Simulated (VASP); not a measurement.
# Be3CdSe4 (P-43m) in VASP: single point with r2SCAN

Aim: the single point of Be3CdSe4 with r2SCAN.

Program: VASP 6.6.1. These are calculated values, not measurements. Logs are shortened: lines on timing, memory, paths and dates and some standing lists are left out, and cuts for length are marked.

**1. The structure**

Symmetry: P-43m, No. 215, cubic system. Conventional cell: a = 5.451 Å, b = 5.451 Å, c = 5.451 Å, α = 90.00°, β = 90.00°, γ = 90.00°. Be (site symmetry -42m) is surrounded by 4 Se at 2.30 Å. Cd (site symmetry -43m) has 4 Se at 2.58 Å as nearest neighbours. Around Se (site symmetry 3m) lie 3 Be at 2.30 Å and 1 Cd at 2.58 Å.

The cell was built by a generator and needn't be a form met in nature.

**2. Single point, r2SCAN**

INCAR reads:

```
SYSTEM = Be3CdSe4
PREC = Accurate
ENCUT = 520
EDIFF = 1E-6
ISMEAR = 0
SIGMA = 0.03
LREAL = .FALSE.
LASPH = .TRUE.
NELM = 150
ALGO = Normal
ISIF = 2
LWAVE = .FALSE.
LCHARG = .FALSE.
METAGGA = R2SCAN
LMIXTAU = .TRUE.
KPAR = 4
```

KPOINTS reads:

```
regular mesh
0
G
  6 6 6
  0 0 0
```

POSCAR reads:

```
Be3CdSe4                                
1.0
    5.4512255970      0.0000000000     -0.0000000000
   -0.0000000000      5.4512255970      0.0000000000
   -0.0000000000      0.0000000000      5.4512255970
  Be              Cd              Se            
     3     1     4
Direct
     0.5000000000000000    1.0000000000000000    0.5000000000000000
     1.0000000000000000    0.5000000000000000    0.5000000000000000
     0.5000000000000000    0.5000000000000000    1.0000000000000000
     1.0000000000000000    1.0000000000000000    1.0000000000000000
     0.7271972660873262    0.7271972660873262    0.2728027339126738
     0.2728027339126738    0.2728027339126738    0.2728027339126738
     0.7271972660873262    0.2728027339126738    0.7271972660873262
     0.2728027339126738    0.7271972660873262    0.7271972660873262
```

Potentials or basis: VASP PAW PBE potentials, release 64 (Be, Cd, Se).

Started as:

```
$ cat potpaw_PBE.64/Be/POTCAR potpaw_PBE.64/Cd/POTCAR potpaw_PBE.64/Se/POTCAR > POTCAR
$ mpirun -np 4 vasp_std > vasp.out
```

OUTCAR:

```text
SYSTEM = Be3CdSe4
   PREC = Accurate
   ENCUT = 520
   EDIFF = 1E-6
   ISMEAR = 0
   LREAL = .FALSE.
   LASPH = .TRUE.
   NELM = 150
   ISIF = 2
   METAGGA = R2SCAN

 ion  position               nearest neighbor table
   1  0.500  0.000  0.500-   5 2.30   6 2.30   7 2.30   8 2.30
   2  0.000  0.500  0.500-   5 2.30   6 2.30   7 2.30   8 2.30
   3  0.500  0.500  0.000-   5 2.30   6 2.30   7 2.30   8 2.30
   4  0.000  0.000  0.000-   5 2.58   6 2.58   7 2.58   8 2.58
   5  0.727  0.727  0.273-   1 2.30   2 2.30   3 2.30   4 2.58
   6  0.273  0.273  0.273-   1 2.30   2 2.30   3 2.30   4 2.58
   7  0.727  0.273  0.727-   1 2.30   2 2.30   3 2.30   4 2.58
   8  0.273  0.727  0.727-   1 2.30   2 2.30   3 2.30   4 2.58

  LATTYP: Found a simple cubic cell.
 ALAT       =     5.4512255970

  Lattice vectors:

 A1 = (   5.4512255970,   0.0000000000,   0.0000000000)
 A2 = (   0.0000000000,   5.4512255970,   0.0000000000)
 A3 = (   0.0000000000,   0.0000000000,   5.4512255970)

Analysis of symmetry for initial positions (statically):
=====================================================================
 Subroutine PRICEL returns:
 Original cell was already a primitive cell.

 Routine SETGRP: Setting up the symmetry group for a
 simple cubic supercell.

 Subroutine GETGRP returns: Found 24 space group operations
 (whereof 24 operations were pure point group operations)
 out of a pool of 48 trial point group operations.

The static configuration has the point symmetry T_d .

Analysis of symmetry for dynamics (positions and initial velocities):
=====================================================================
 Subroutine PRICEL returns:
 Original cell was already a primitive cell.

 Routine SETGRP: Setting up the symmetry group for a
 simple cubic supercell.

 Subroutine GETGRP returns: Found 24 space group operations
 (whereof 24 operations were pure point group operations)
 out of a pool of 48 trial point group operations.

The dynamic configuration has the point symmetry T_d .

 Subroutine INISYM returns: Found 24 space group operations
 (whereof 24 operations are pure point group operations),
 and found     1 'primitive' translations

----------------------------------------------------------------------------------------

                                     Primitive cell

  volume of cell :     161.9879

  direct lattice vectors                    reciprocal lattice vectors
     5.451225597  0.000000000  0.000000000     0.183444985  0.000000000  0.000000000
     0.000000000  5.451225597  0.000000000     0.000000000  0.183444985  0.000000000
     0.000000000  0.000000000  5.451225597     0.000000000  0.000000000  0.183444985

  length of vectors
     5.451225597  5.451225597  5.451225597     0.183444985  0.183444985  0.183444985

  position of ions in fractional coordinates (direct lattice)
     0.500000000  0.000000000  0.500000000
     0.000000000  0.500000000  0.500000000
     0.500000000  0.500000000  0.000000000
     0.000000000  0.000000000  0.000000000
     0.727197266  0.727197266  0.272802734
     0.272802734  0.272802734  0.272802734
     0.727197266  0.272802734  0.727197266
     0.272802734  0.727197266  0.727197266

  ion indices of the primitive-cell ions
   primitive index   ion index
                 1           1
                 2           2
                 3           3
                 4           4
                 5           5
                 6           6
                 7           7
                 8           8

----------------------------------------------------------------------------------------

 KPOINTS: regular mesh

Automatic generation of k-mesh.
 Grid dimensions read from file:
 generate k-points for:    6    6    6

 Generating k-lattice:

  Cartesian coordinates                     Fractional coordinates (reciprocal lattice)
     0.030574164  0.000000000  0.000000000     0.166666667  0.000000000  0.000000000
     0.000000000  0.030574164  0.000000000     0.000000000  0.166666667  0.000000000
     0.000000000  0.000000000  0.030574164     0.000000000  0.000000000  0.166666667

  Length of vectors
     0.030574164  0.030574164  0.030574164

  Shift w.r.t. Gamma in fractional coordinates (k-lattice)
     0.000000000  0.000000000  0.000000000

 Subroutine IBZKPT returns following result:
 ===========================================

 Found     20 irreducible k-points:

 Following reciprocal coordinates:
            Coordinates               Weight
  0.000000  0.000000  0.000000      1.000000
  0.166667  0.000000  0.000000      6.000000
  0.333333  0.000000  0.000000      6.000000
  0.500000  0.000000  0.000000      3.000000
  0.166667  0.166667  0.000000     12.000000
  0.333333  0.166667  0.000000     24.000000
[... 12 lines left out ...]
  0.500000  0.500000  0.333333      6.000000
  0.500000  0.500000  0.500000      1.000000
   k-points           NKPTS =     20   k-points in BZ     NKDIM =     20   number of bands    NBANDS=     26
   number of dos      NEDOS =    301   number of ions     NIONS =      8
   total plane-waves  NPLWV =  74088
   dimension x,y,z NGX =    42 NGY =   42 NGZ =   42
   dimension x,y,z NGXF=    84 NGYF=   84 NGZF=   84
   ions per type =               3   1   4
   NGX,Y,Z   is equivalent  to a cutoff of  12.81, 12.81, 12.81 a.u.
   NGXF,Y,Z  is equivalent  to a cutoff of  25.62, 25.62, 25.62 a.u.
 SYSTEM =  Be3CdSe4
   PREC   = accura    normal or accurate (medium, high low for compatibility)
   ISTART =      0    job   : 0-new  1-cont  2-samecut
   ICHARG =      2    charge: 1-file 2-atom 10-const
   ISPIN  =      1    spin polarized calculation?
   LNONCOLLINEAR =      F non collinear calculations
   LSORBIT =      F    spin-orbit coupling
   LASPH  =      T    aspherical Exc in radial PAW
   ENCUT  =  520.0 eV  38.22 Ry    6.18 a.u.  10.14 10.14 10.14*2*pi/ulx,y,z
   NELM   =    150;   NELMIN=  2; NELMDL= -5     # of ELM steps
   EDIFF  = 0.1E-05   stopping-criterion for ELM
   LREAL  =      F    real-space projection
   EDIFFG = 0.1E-04   stopping-criterion for IOM
   NSW    =      0    number of steps for IOM
   IBRION =     -1    ionic relax: 0-MD 1-quasi-New 2-CG
   NFREE  =      0    steps in history (QN), initial steepest desc. (CG)
   ISIF   =      2    stress and relaxation
   ISYM   =      2    0-nonsym 1-usesym 2-fastsym
   POTIM  = 0.5000    time-step for ionic-motion
   TEBEG  =    0.0;   TEEND  =   0.0 temperature during run
   PSTRESS=    0.0 pullay stress
   NELECT =      42.0000    total number of electrons
   NUPDOWN=      -1.0000    fix difference up-down
   EMIN   =  10.00;   EMAX   =-10.00  energy-range for DOS
   EFERMI =   0.00;   METHOD = LEGACY
   ISMEAR =     0;   SIGMA  =   0.03  broadening in eV -4-tet -1-fermi 0-gaus
   EFERMI_NEDOS =   21; number of points for ismear=-14 and -15
   IALGO  =     38    algorithm
   IMIX   =      4    mixing-type and parameters
     AMIX     =   0.40;   BMIX     =  1.00
     AMIX_MAG =   1.60;   BMIX_MAG =  1.00
  volume/ion in A,a.u.               =      20.25       136.64
  Fermi-wavevector in a.u.,A,eV,Ry     =   1.043912  1.972707 14.826972  1.089752
  Thomas-Fermi vector in A             =   2.178642
   LORBIT       =      0    0 simple, 1 ext, 2 COOP (PROOUT), +10 PAW based schemes
   METAGGA = R2SCAN    functional components
   LHFCALC =     F    Hartree Fock is set to
   AEXX    =    0.0000 exact exchange contribution
   IVDW    =     0    specifies the selected vdW correction
   LEPSILON=     F    determine dielectric tensor
   LRPA    =     F    only Hartree local field effects (RPA)
 non-spin polarized calculation
 Gauss-broadening in eV      SIGMA  =   0.03
  energy-cutoff  :      520.00
  volume of cell :      161.99
 maximum number of plane-waves:      4388
 NGX is ok and might be reduce to    42
   NGX = 21   NGY = 21   NGZ = 21

 number of electron      42.0000011 magnetization

 Free energy of the ion-electron system (eV)
  ---------------------------------------------------
  ext. energy  EPLUGINS =         0.00000000
  ---------------------------------------------------
  free energy    TOTEN  =       -96.78078796 eV

  energy without entropy =      -96.78078796  energy(sigma->0) =      -96.78078796

 E-fermi :   2.3299     XC(G=0):  -9.6470

 val. band max:        2.1626784438   @ k =   0.0000   0.0000   0.0000
 cond. band min:       5.3357057981   @ k =   0.0000   0.0000   0.0000
 fundamental gap:      3.1730273543
 Fermi energy:         2.3299200006

 k-point     1 :       0.0000    0.0000    0.0000
  band No.  band energies     occupation
      1     -11.6940      2.00000
      2     -10.2858      2.00000
      3     -10.2858      2.00000
      4     -10.2858      2.00000
      5      -5.6374      2.00000
      6      -5.6374      2.00000
[... 18 lines left out ...]
     25       5.4042      0.00000
     26       5.8548      0.00000

 k-point     2 :       0.1667    0.0000    0.0000
  band No.  band energies     occupation
      1     -11.6245      2.00000
      2     -10.3911      2.00000
      3     -10.2829      2.00000
      4     -10.2829      2.00000
      5      -5.6795      2.00000
      6      -5.6311      2.00000
[... 18 lines left out ...]
     25       5.9610      0.00000
     26       6.1860      0.00000

 k-point     3 :       0.3333    0.0000    0.0000
  band No.  band energies     occupation
      1     -11.4372      2.00000
      2     -10.6483      2.00000
      3     -10.2771      2.00000
      4     -10.2771      2.00000
      5      -5.7501      2.00000
      6      -5.6185      2.00000
[... 456 lines left out ...]
 k-point    19 :       0.5000    0.5000    0.3333
  band No.  band energies     occupation
      1     -10.8278      2.00000
      2     -10.6291      2.00000
      3     -10.6291      2.00000
      4     -10.5425      2.00000
      5      -5.6296      2.00000
      6      -5.6220      2.00000
[... 18 lines left out ...]
     25       6.5908      0.00000
     26       8.0677      0.00000

 k-point    20 :       0.5000    0.5000    0.5000
  band No.  band energies     occupation
      1     -10.7372      2.00000
      2     -10.6233      2.00000
      3     -10.6233      2.00000
      4     -10.6233      2.00000
      5      -5.5985      2.00000
      6      -5.5985      2.00000
[... 18 lines left out ...]
     25       6.1479      0.00000
     26       8.0471      0.00000

------------------------ aborting loop because EDIFF is reached ----------------------------------------

  FORCE on cell =-STRESS in cart. coord.  units (eV):
  Direction    XX          YY          ZZ          XY          YZ          ZX
  --------------------------------------------------------------------------------------
  -------------------------------------------------------------------------------------
  Total       -1.0467473     -1.0467473     -1.0467473     -0.0000000      0.0000000      0.0000000
  in kB      -10.3530897    -10.3530897    -10.3530897     -0.0000000      0.0000000      0.0000000
  external PRESSURE =     -10.3530897 kB  Pullay stress =       0.0000000 kB

 VOLUME and BASIS-vectors are now :
 -----------------------------------------------------------------------------
  energy-cutoff  :      520.00
  volume of cell :      161.99
      direct lattice vectors                 reciprocal lattice vectors
     5.451225597  0.000000000  0.000000000     0.183444985  0.000000000  0.000000000
     0.000000000  5.451225597  0.000000000     0.000000000  0.183444985  0.000000000
     0.000000000  0.000000000  5.451225597     0.000000000  0.000000000  0.183444985

 POSITION                                       TOTAL-FORCE (eV/Angst)
 -----------------------------------------------------------------------------------
      2.72561      0.00000      2.72561         0.000000      0.000000     -0.000000
      0.00000      2.72561      2.72561         0.000000      0.000000     -0.000000
      2.72561      2.72561      0.00000         0.000000      0.000000     -0.000000
      0.00000      0.00000      0.00000         0.000000      0.000000     -0.000000
      3.96412      3.96412      1.48711         0.071082      0.071082     -0.071082
      1.48711      1.48711      1.48711        -0.071082     -0.071082     -0.071082
      3.96412      1.48711      3.96412         0.071082     -0.071082      0.071082
      1.48711      3.96412      3.96412        -0.071082      0.071082      0.071082
 -----------------------------------------------------------------------------------
    total drift:                               -0.000000     -0.000000     -0.000000

  FREE ENERGIE OF THE ION-ELECTRON SYSTEM (eV)
  ---------------------------------------------------
  free  energy   TOTEN  =       -96.7807879639 eV

  energy  without entropy=      -96.7807879639  energy(sigma->0) =      -96.78078796
```

Run time: 1.9 min. Hardware: 4 MPI ranks of Intel Xeon Platinum 8259CL at 2.50GHz (Skylake/Cascade Lake), shared host; peak memory 0.33 GiB.

What came out:

- Free energy: -96.7808 eV
- Pressure: -1.0 GPa
- Largest force: 0.123 eV/Å
- Band gap on the k mesh: 3.17 eV, direct

Forces on the atoms (eV/Å):
```
Be   0.000  0.000  0.000
Be   0.000  0.000  0.000
Be   0.000  0.000  0.000
Cd   0.000  0.000  0.000
Se   0.071  0.071 -0.071
Se  -0.071 -0.071 -0.071
Se   0.071 -0.071  0.071
Se  -0.071  0.071  0.071
```

Caveat: the PAW data sets were made with another functional, which shifts forces and pressure a little. A k mesh can miss the band edges.
